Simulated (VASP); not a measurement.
Calculation: r2SCAN meta-GGA, VASP's PBE PAW potentials (set 64) (plane waves; VASP).

The input files of a VASP run:

### KPOINTS
```
Automatic mesh
0
Gamma
13 13 14
0 0 0
```

File POSCAR:
```
GePt
1.0
  3.7061718832   0.0000000375   0.0000000000
 -1.8530853753   3.2096388275   0.0000000000
  0.0000000000   0.0000000000   2.8933804846
Pt Ge
1 1
Cart
  3.7061718832   0.0000000375   0.0000000000
  1.8530879835   1.0698785643   1.4466902423
```

### INCAR
```
SYSTEM = GePt
LCHARG = .FALSE.
LWAVE = .FALSE.
LMAXMIX = 6   # l cut-off of mixed one-centre charges
LORBIT = 11
EDIFF = 1E-7   # SCF stop (eV)
NELM = 100
ISMEAR = -5
PREC = Accurate
ISIF = 2
ENCUT = 400   # plane-wave cut-off (eV)
LMIXTAU = .TRUE.
ALGO = Normal   # blocked Davidson
NEDOS = 601
METAGGA = R2SCAN
LREAL = .FALSE.   # projection in real space or not
LASPH = .TRUE.
```

### KPOINTS_OPT
```
k-points along high-symmetry lines
6
Line-mode
Reciprocal
  0.000000   0.000000   0.000000 ! GAMMA
  0.500000   0.000000   0.000000 ! M

  0.500000   0.000000   0.000000 ! M
  0.333333   0.333333   0.000000 ! K

  0.333333   0.333333   0.000000 ! K
  0.000000   0.000000   0.000000 ! GAMMA

  0.000000   0.000000   0.000000 ! GAMMA
  0.000000   0.000000   0.500000 ! A

  0.000000   0.000000   0.500000 ! A
  0.500000   0.000000   0.500000 ! L

  0.500000   0.000000   0.500000 ! L
  0.333333   0.333333   0.500000 ! H

  0.333333   0.333333   0.500000 ! H
  0.000000   0.000000   0.500000 ! A

  0.500000   0.000000   0.500000 ! L
  0.500000   0.000000   0.000000 ! M

  0.333333   0.333333   0.500000 ! H
  0.333333   0.333333   0.000000 ! K
```

POTCAR, in this order: Pt Ge_d (PBE.64 set). Program: vasp_std.

Output of the run:

### OSZICAR
```
       N       E                     dE             d eps       ncg     rms          rms(c)
DAV:   1     0.845871101761E+02    0.84587E+02   -0.11113E+04  5912   0.328E+03
DAV:   2    -0.572197712808E+02   -0.14181E+03   -0.13883E+03  5776   0.555E+02
DAV:   3    -0.703317639919E+02   -0.13112E+02   -0.13069E+02  6352   0.113E+02
DAV:   4    -0.706000311296E+02   -0.26827E+00   -0.26822E+00  6336   0.158E+01
DAV:   5    -0.706063851058E+02   -0.63540E-02   -0.63515E-02  6992   0.261E+00    0.106E+01
DAV:   6    -0.658142337636E+02    0.47922E+01   -0.51276E+00  5512   0.188E+01    0.641E+00
DAV:   7    -0.657564467827E+02    0.57787E-01   -0.53116E-01  5752   0.571E+00    0.362E+00
DAV:   8    -0.658051784248E+02   -0.48732E-01   -0.13054E-01  5704   0.250E+00    0.803E-01
DAV:   9    -0.658058173133E+02   -0.63889E-03   -0.35000E-02  5696   0.172E+00    0.158E-01
DAV:  10    -0.658157886174E+02   -0.99713E-02   -0.10590E-02  5568   0.824E-01    0.680E-02
DAV:  11    -0.658172492688E+02   -0.14607E-02   -0.85271E-04  5528   0.272E-01    0.386E-02
DAV:  12    -0.658171590697E+02    0.90199E-04   -0.39072E-04  5824   0.192E-01    0.796E-03
DAV:  13    -0.658174016671E+02   -0.24260E-03   -0.90413E-05  5616   0.945E-02    0.388E-03
DAV:  14    -0.658174098581E+02   -0.81910E-05   -0.24252E-06  7352   0.174E-02    0.223E-03
DAV:  15    -0.658174082886E+02    0.15695E-05   -0.13933E-06  5552   0.119E-02    0.716E-04
DAV:  16    -0.658174113068E+02   -0.30182E-05   -0.28997E-07  5544   0.636E-03    0.335E-04
DAV:  17    -0.658174102404E+02    0.10663E-05   -0.69460E-08  4080   0.358E-03    0.849E-05
DAV:  18    -0.658174105425E+02   -0.30212E-06   -0.66186E-09  2832   0.942E-04    0.106E-04
DAV:  19    -0.658174105795E+02   -0.37008E-07   -0.12802E-09  2744   0.397E-04
   1 F= -.65817411E+02 E0= -.65817411E+02  d E =0.000000E+00
       N       E                     dE             ncg
```

File OUTCAR:
```
------------------------ aborting loop because EDIFF is reached ----------------------------------------
  FORCE on cell =-STRESS in cart. coord.  units (eV):
  Direction    XX          YY          ZZ          XY          YZ          ZX
  --------------------------------------------------------------------------------------
  Total        0.0356231      0.0356231     -0.0571685      0.0000000     -0.0000000      0.0000000
  in kB        1.6582711      1.6582710     -2.6612158      0.0000003     -0.0000000      0.0000000
  external PRESSURE =       0.2184421 kB  Pullay stress =       0.0000000 kB
  volume of cell :       34.42
      direct lattice vectors                 reciprocal lattice vectors
     3.706171883  0.000000037  0.000000000     0.269820188  0.155780719  0.000000000
    -1.853085375  3.209638828  0.000000000    -0.000000003  0.311561533  0.000000000
     0.000000000  0.000000000  2.893380485     0.000000000  0.000000000  0.345616487
 POSITION                                       TOTAL-FORCE (eV/Angst)
 -----------------------------------------------------------------------------------
      0.00000      0.00000      0.00000        -0.000000     -0.000000      0.000000
      1.85309      1.06988      1.44669         0.000000      0.000000      0.000000
 -----------------------------------------------------------------------------------
    total drift:                               -0.000938      0.000531      0.000000
  FREE ENERGIE OF THE ION-ELECTRON SYSTEM (eV)
  ---------------------------------------------------
  free  energy   TOTEN  =       -65.8174105795 eV

  energy  without entropy=      -65.8174105795  energy(sigma->0) =      -65.81741058

 total charge

# of ion       s       p       d       tot
------------------------------------------
    1        0.673   0.552   8.205   9.429
    2        1.083   1.148  10.098  12.328
--------------------------------------------------
tot          1.756   1.699  18.302  21.757
```
(Selected blocks of OUTCAR.)

For a metal the tetrahedron method with Blöchl corrections gives inexact stress and forces.

The structure was generated: GePt was put into the WC type (P-6m2), which need not be its known phase. It was relaxed first.
